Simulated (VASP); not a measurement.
Here is the system:

```yaml
crystal:
  lattice:
    - [4.40649, 0.00000, 0.00000]
    - [0.00000, 4.40649, 0.00000]
    - [0.00000, 0.00000, 4.40649]
  atoms:
    - { symbol: Al, position: [0.50000, 0.50000, 0.00000] }
    - { symbol: Al, position: [0.00000, 0.50000, 0.50000] }
    - { symbol: Al, position: [0.50000, 0.00000, 0.50000] }
    - { symbol: Ga, position: [0.00000, 0.00000, 0.00000] }
    - { symbol: N, position: [0.74479, 0.74479, 0.25521] }
    - { symbol: N, position: [0.74479, 0.25521, 0.74479] }
    - { symbol: N, position: [0.25521, 0.25521, 0.25521] }
    - { symbol: N, position: [0.25521, 0.74479, 0.74479] }
```

The numbers are results of PBEsol GGA, VASP's PBE PAW potentials (set 64) (plane waves; VASP), not measurements. Settings: 520 eV cut-off, 6×6×6 Γ-centred mesh, tetrahedra with Blöchl corrections, potentials Al Ga_d N.

The cores are frozen, which limits the accuracy of field gradients.

Q: Give the principal components of the electric field gradient (V/Å²) and the asymmetry η at each nucleus.

A: 
```json
[
 {"atom": "Al1", "Vxx": "1.8", "Vyy": "1.8", "Vzz": "-3.7", "η": "0.00"},
 {"atom": "Al2", "Vxx": "1.8", "Vyy": "1.8", "Vzz": "-3.7", "η": "0.00"},
 {"atom": "Al3", "Vxx": "1.8", "Vyy": "1.8", "Vzz": "-3.7", "η": "0.00"},
 {"atom": "Ga4", "Vxx": "0.0", "Vyy": "0.0", "Vzz": "0.0", "η": "-"},
 {"atom": "N5", "Vxx": "-9.6", "Vyy": "-9.6", "Vzz": "19.2", "η": "0.00"},
 {"atom": "N6", "Vxx": "-9.6", "Vyy": "-9.6", "Vzz": "19.2", "η": "0.00"},
 {"atom": "N7", "Vxx": "-9.6", "Vyy": "-9.6", "Vzz": "19.2", "η": "0.00"},
 {"atom": "N8", "Vxx": "-9.6", "Vyy": "-9.6", "Vzz": "19.2", "η": "0.00"}
]
```

The structure comes from a computed database's Al3GaN4 entry (P-43m); how it stands against other phases isn't given here. It was relaxed first.
